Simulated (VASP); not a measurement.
Here is the system:

```
CELL_PARAMETERS angstrom
      0.00000     2.41179     2.41179
      2.41179     0.00000     2.41179
      2.41179     2.41179     0.00000
ATOMIC_POSITIONS crystal
  B  0.00000 0.00000 0.00000
  As 0.25000 0.25000 0.25000
```

Calculation: MS2 meta-GGA, VASP's PBE PAW potentials (set 64) (plane waves; VASP 6.6.1). Settings: 520 eV cut-off, 10×10×10 Γ-centred mesh, Gaussian smearing of 0.050 eV, potentials B As.

Problem. Give the stress tensor in GPa (positive for a compressed cell).

Solution. 
```
-4.10   0.00   0.00
 0.00  -4.10   0.00
 0.00   0.00  -4.10
```
The pressure is its mean diagonal, -4.10 GPa.

The compound is BAs in the zinc blende structure. This cell is one point of a volume scan, at 1.03 of the reference volume.
